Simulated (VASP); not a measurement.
Crystal: NbC2.

```
CELL_PARAMETERS angstrom
-1.72500 1.72500 3.35000
1.72500 -1.72500 3.35000
1.72500 1.72500 -3.35000
ATOMIC_POSITIONS crystal
Nb 0.00000 0.00000 0.00000
C 0.40000 0.40000 0.00000
C 0.60000 0.60000 0.00000
```

The cell was built by a generator and needn't be a form met in nature.

| Item | Value |
| --- | --- |
| Program | VASP 6.6.1 |
| Task | relaxation of cell and atoms |
| Functional | PBE |
| Potentials or basis | VASP PAW PBE potentials, release 64 (Nb_sv, C) |
| Cutoff | 520 eV |
| k mesh | 8 × 8 × 8 |
| Occupations | gaussian, width 0.15 eV |
| Spin | no spin polarisation |

At the start: pressure -30.2 GPa; volume 13.29 Å³/atom.

Q: How do energy, volume and symmetry change on relaxing?

A: Over 13 steps the energy falls by 476.4 meV/atom and the volume is 10.05 Å³/atom (-24.4 %); space group I4/mmm (No. 139, to 0.05 Å).

The path:
| step | energy change (eV) | largest force (eV/Å) | pressure (GPa) | volume (Å³) |
| --- | --- | --- | --- | --- |
| 1 | 0.0000 | 1.2368 | -30.21 | 39.87 |
| 2 | -0.8984 | 5.5525 | 44.13 | 27.09 |
| 3 | -1.1873 | 4.4209 | 6.13 | 30.51 |
| 4 | -0.0758 | 5.8357 | 25.68 | 26.25 |
| 5 | -1.3665 | 0.7767 | 5.88 | 29.39 |
| 6 | -1.3681 | 0.2576 | 6.07 | 29.23 |
| 7 | -1.3685 | 0.3793 | 6.33 | 29.27 |
| 8 | -1.4137 | 0.3687 | -4.51 | 30.54 |
| 9 | -1.4145 | 0.3027 | -3.99 | 30.41 |
| 10 | -1.4140 | 1.0529 | 1.90 | 30.22 |
| 11 | -1.4266 | 0.3004 | -1.14 | 30.32 |
| 12 | -1.4288 | 0.1643 | -0.26 | 30.10 |
| 13 | -1.4292 | 0.0412 | -0.38 | 30.15 |

Final structure:
```xyz
3
Lattice="-1.6004 1.6004 2.9433 1.6004 -1.6004 2.9433 1.6004 1.6004 -2.9433" Properties=species:S:1:pos:R:3 pbc="T T T"
Nb    0.0000    0.0000    0.0000
C     0.0000    0.0000    2.2614
C     0.0000    0.0000    3.6252
```

Caveat: the volume moved by over 15 % at a fixed basis, so the end points are rough.
